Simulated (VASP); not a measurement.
Input for VASP

**POSCAR**
```
Tb
1
    3.4694892000    -6.0093310365     0.0000000000
    3.4694892000     6.0093310365     0.0000000000
    0.0000000000     0.0000000000    10.9674408600
Tb
2
Direct
  0.3333330000   0.6666670000   0.2500000000
  0.6666670000   0.3333330000   0.7500000000
```

### INCAR
```
SYSTEM = Tb
PREC = Accurate
ENCUT = 400
EDIFF = 1E-6
NELM = 100
ALGO = Normal
LREAL = .FALSE.
LASPH = .TRUE.
ISMEAR = 1
SIGMA = 0.1
GGA = PE
LMAXMIX = 6
LWAVE = .FALSE.
LCHARG = .FALSE.
ISIF = 2
```

### KPOINTS
```
Automatic mesh
0
Gamma
3 3 2
0 0 0
```

POTCAR, in this order: Tb_3 (PBE.64 set). Program: vasp_std.

Output

**standard output**
```
...
DAV:   8    -0.481978667105E+00   -0.33243E-02   -0.18211E-02   254   0.310E-01    0.744E-02
DAV:   9    -0.483426163333E+00   -0.14475E-02   -0.11913E-02   280   0.127E-01    0.607E-02
DAV:  10    -0.485005688122E+00   -0.15795E-02   -0.90675E-03   206   0.242E-01    0.416E-02
DAV:  11    -0.485552626407E+00   -0.54694E-03   -0.50990E-03   216   0.102E-01    0.312E-02
DAV:  12    -0.485843532402E+00   -0.29091E-03   -0.30064E-03   227   0.901E-02    0.244E-02
DAV:  13    -0.486040310348E+00   -0.19678E-03   -0.19264E-03   216   0.647E-02    0.137E-02
DAV:  14    -0.486188014938E+00   -0.14770E-03   -0.13246E-03   216   0.549E-02    0.195E-02
DAV:  15    -0.486269373904E+00   -0.81359E-04   -0.10660E-03   216   0.704E-02    0.142E-02
DAV:  16    -0.486336456606E+00   -0.67083E-04   -0.64600E-04   264   0.379E-02    0.112E-02
DAV:  17    -0.486375742364E+00   -0.39286E-04   -0.41220E-04   184   0.230E-02    0.162E-02
DAV:  18    -0.486400404535E+00   -0.24662E-04   -0.26057E-04   216   0.214E-02    0.147E-02
DAV:  19    -0.486429839447E+00   -0.29435E-04   -0.18975E-04   216   0.263E-02    0.207E-02
DAV:  20    -0.486445709917E+00   -0.15870E-04   -0.12417E-04   168   0.163E-02    0.190E-02
DAV:  21    -0.486453469522E+00   -0.77596E-05   -0.85715E-05   168   0.130E-02    0.220E-02
DAV:  22    -0.486458094671E+00   -0.46251E-05   -0.54886E-05   168   0.987E-03    0.216E-02
DAV:  23    -0.486461855830E+00   -0.37612E-05   -0.45475E-05   168   0.856E-03    0.231E-02
DAV:  24    -0.486464930063E+00   -0.30742E-05   -0.34130E-05   168   0.705E-03    0.238E-02
DAV:  25    -0.486470801491E+00   -0.58714E-05   -0.35208E-05   168   0.796E-03    0.269E-02
DAV:  26    -0.486474943960E+00   -0.41425E-05   -0.34402E-05   168   0.632E-03    0.272E-02
DAV:  27    -0.486477574201E+00   -0.26302E-05   -0.37007E-05   168   0.551E-03    0.276E-02
DAV:  28    -0.486481564675E+00   -0.39905E-05   -0.36303E-05   168   0.410E-03    0.275E-02
DAV:  29    -0.486485564555E+00   -0.39999E-05   -0.30179E-05   168   0.419E-03    0.282E-02
DAV:  30    -0.486487363503E+00   -0.17989E-05   -0.17689E-05   168   0.347E-03    0.283E-02
DAV:  31    -0.486494554398E+00   -0.71909E-05   -0.33094E-05   168   0.532E-03    0.291E-02
DAV:  32    -0.486504558525E+00   -0.10004E-04   -0.29461E-05   168   0.770E-03    0.299E-02
DAV:  33    -0.486509046664E+00   -0.44881E-05   -0.14831E-05   168   0.756E-03    0.294E-02
DAV:  34    -0.486510366675E+00   -0.13200E-05   -0.26121E-05   168   0.789E-03    0.269E-02
DAV:  35    -0.486511830048E+00   -0.14634E-05   -0.47247E-05   200   0.968E-03    0.233E-02
DAV:  36    -0.486513615547E+00   -0.17855E-05   -0.48245E-05   168   0.840E-03    0.204E-02
DAV:  37    -0.486520454987E+00   -0.68394E-05   -0.42355E-05   168   0.813E-03    0.190E-02
DAV:  38    -0.486524209803E+00   -0.37548E-05   -0.50037E-05   216   0.144E-02    0.125E-02
DAV:  39    -0.486528166369E+00   -0.39566E-05   -0.40436E-05   168   0.842E-03    0.108E-02
DAV:  40    -0.486532575257E+00   -0.44089E-05   -0.39441E-05   216   0.112E-02    0.682E-03
DAV:  41    -0.486535992802E+00   -0.34175E-05   -0.34502E-05   168   0.672E-03    0.534E-03
DAV:  42    -0.486539096854E+00   -0.31041E-05   -0.30667E-05   168   0.661E-03    0.366E-03
DAV:  43    -0.486541894913E+00   -0.27981E-05   -0.26750E-05   168   0.630E-03    0.255E-03
DAV:  44    -0.486544165432E+00   -0.22705E-05   -0.23172E-05   168   0.632E-03    0.725E-04
DAV:  45    -0.486546120896E+00   -0.19555E-05   -0.20137E-05   168   0.379E-03    0.132E-03
DAV:  46    -0.486547940013E+00   -0.18191E-05   -0.17554E-05   168   0.336E-03    0.101E-03
DAV:  47    -0.486549498328E+00   -0.15583E-05   -0.15692E-05   168   0.326E-03    0.310E-04
DAV:  48    -0.486550766961E+00   -0.12686E-05   -0.13060E-05   168   0.209E-03    0.737E-04
DAV:  49    -0.486551746580E+00   -0.97962E-06   -0.96544E-06   168   0.179E-03

 -----------------------------------------------------------------------------
|                                                                             |
|               ----> ADVICE to this user running VASP <----                  |
|                                                                             |
|     Your highest band is occupied at some k-points! Unless you are          |
|     performing a calculation for an insulator or semiconductor, without     |
|     unoccupied bands, you have included TOO FEW BANDS!! Please increase     |
|     the parameter NBANDS in file INCAR to ensure that the highest band      |
|     is unoccupied at all k-points. It is always recommended to include      |
|     a few unoccupied bands to accelerate the convergence of                 |
|     molecular-dynamics runs (even for insulators or semiconductors),        |
|     since the presence of unoccupied bands improves wavefunction            |
|     prediction and helps to suppress 'band-crossings'.                      |
|                                                                             |
 -----------------------------------------------------------------------------

   1 F= -.48655175E+00 E0= -.47226785E+00  d E =-.428517E-01
```

File OUTCAR:
```
------------------------ aborting loop because EDIFF is reached ----------------------------------------
  FORCE on cell =-STRESS in cart. coord.  units (eV):
  Direction    XX          YY          ZZ          XY          YZ          ZX
  --------------------------------------------------------------------------------------
  Total       -1.0937290     -1.0937288     -1.2491407      0.0000000     -0.0000000     -0.0000000
  in kB       -3.8317164     -3.8317157     -4.3761781      0.0000000     -0.0000000     -0.0000000
  external PRESSURE =      -4.0132034 kB  Pullay stress =       0.0000000 kB
  volume of cell :      457.33
      direct lattice vectors                 reciprocal lattice vectors
     3.469489200 -6.009331036  0.000000000     0.144113433 -0.083203937  0.000000000
     3.469489200  6.009331036  0.000000000     0.144113433  0.083203937  0.000000000
     0.000000000  0.000000000 10.967440860     0.000000000  0.000000000  0.091178974
 POSITION                                       TOTAL-FORCE (eV/Angst)
 -----------------------------------------------------------------------------------
      3.46949      2.00311      2.74186         0.000000     -0.000000      0.000000
      3.46949     -2.00311      8.22558        -0.000000      0.000000      0.000000
 -----------------------------------------------------------------------------------
    total drift:                               -0.000000      0.000260     -0.000003
  FREE ENERGIE OF THE ION-ELECTRON SYSTEM (eV)
  ---------------------------------------------------
  free  energy   TOTEN  =        -0.4865517466 eV

  energy  without entropy=       -0.4437000479  energy(sigma->0) =       -0.47226785
```
(Selected blocks of OUTCAR.)

Task: Read input and log: which fault does this run have?
A. the lattice was typed in bohr, and VASP reads ångström
B. a line-mode KPOINTS file was used for a self-consistent run
C. one atom is typed twice, on or next to the same site
D. simple mixing (IMIX = 1) with AMIX above 1 overshoots

Result: A, the lattice was typed in bohr, and VASP reads ångström. The run ends without an error. Against the sound run, the energy per atom (σ→0) rises by 4.314 eV/atom; the pressure increases by 1.41 GPa; the volume rises by 570 %.

To mend it, correct POSCAR, correct KPOINTS.
POSCAR:
```
Tb
1
    1.8360000000    -3.1800450000     0.0000000000
    1.8360000000     3.1800450000     0.0000000000
    0.0000000000     0.0000000000     5.8038000000
Tb
2
Direct
  0.3333330000   0.6666670000   0.2500000000
  0.6666670000   0.3333330000   0.7500000000
```
File KPOINTS:
```
Automatic mesh
0
Gamma
9 9 5
0 0 0
```
The mended run (PBE GGA, plane waves, VASP's PBE PAW potentials (set 64)) converges, and its OSZICAR ends with
```
   1 F= -.90991074E+01 E0= -.91001170E+01  d E =0.302893E-02
```

The compound is Tb in the hcp structure. The cell was not relaxed at this level. VASP warned that the highest band is occupied, so more bands are needed. The 4f electrons are frozen in the core of the lanthanide potential, so 4f levels, which can set the real gap, and their magnetism are missing.
